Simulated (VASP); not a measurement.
Elastic constants (GPa) of a crystal from r2SCAN meta-GGA, VASP's PBE PAW potentials (set 64) (VASP):

|  | xx | yy | zz | yz | xz | xy |
|---|---|---|---|---|---|---|
| xx | 108.2 | 64.3 | 64.3 | 0.0 | 0.0 | 0.0 |
| yy | 64.3 | 108.2 | 64.3 | 0.0 | 0.0 | 0.0 |
| zz | 64.3 | 64.3 | 108.2 | 0.0 | 0.0 | 0.0 |
| yz | 0.0 | 0.0 | 0.0 | 47.5 | 0.0 | 0.0 |
| xz | 0.0 | 0.0 | 0.0 | 0.0 | 47.5 | 0.0 |
| xy | 0.0 | 0.0 | 0.0 | 0.0 | 0.0 | 47.5 |

Work out the Voigt, Reuss and Hill moduli, Young's modulus and Poisson's ratio.

All eigenvalues are positive (smallest 43.9 GPa), so the crystal is stable. K_V = (C11+C22+C33+2(C12+C13+C23))/9 = (324.6 + 2×192.9)/9 = 78.9 GPa; G_V = (324.6 − 192.9 + 3×142.5)/15 = 37.3 GPa. From the compliances, K_R = 78.9 GPa and G_R = 32.4 GPa. Hill: K = 78.9 GPa, G = 34.8 GPa, E = 9KG/(3K+G) = 91.1 GPa, ν = (3K−2G)/(2(3K+G)) = 0.308. K/G = 2.27, above Pugh's 1.75; universal anisotropy A^U = 0.75.

With a density of 4.15 g/cm³, what are the mean sound speeds?

v_l = √((K+4G/3)/ρ) = 5.50 km/s and v_t = √(G/ρ) = 2.90 km/s. The crystal is ZnS (zinc blende), cubic.

The compound is ZnS in the zinc blende structure. It was relaxed first.
